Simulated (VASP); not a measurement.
Consider the following.

```
C
1.0
    1.21891    -2.11121     0.00000
    1.21891     2.11121     0.00000
    0.00000     0.00000     5.99492
C
4
Direct
  0.00000   0.00000   0.25000
  0.00000   0.00000   0.75000
  0.33333   0.66667   0.25000
  0.66667   0.33333   0.75000
```

All values below come from r2SCAN meta-GGA, VASP's PBE PAW potentials (set 64) (plane waves; VASP 6.6.1). Settings: 620 eV cut-off, 10×10×4 Γ-centred mesh, Gaussian smearing of 0.050 eV, potentials C.

Energy and stress use the plane-wave basis of the starting cell.

Q: The ions, cell shape and volume at an external pressure of 20.0 GPa are relaxed. What does this cell relax into?

A: 
```
C
1.0
    1.21142    -2.09825     0.00000
    1.21142     2.09825     0.00000
    0.00000     0.00000     5.65303
C
4
Direct
  0.00000   0.00000   0.25000
  0.00000   0.00000   0.75000
  0.33333   0.66667   0.25000
  0.66667   0.33333   0.75000
```
Space group P6_3/mmc (194), at a tolerance of 0.03 Å.

Q: How do energy and volume change from the first to the last step?

A: The energy (σ→0) changes by +48.2 meV/atom and the volume by -6.9 %, in 5 ionic steps.

The compound is C in the graphite structure. This run relaxes it under an external pressure of 20 GPa. Symmetry was kept, so distortions that lower it aren't found.
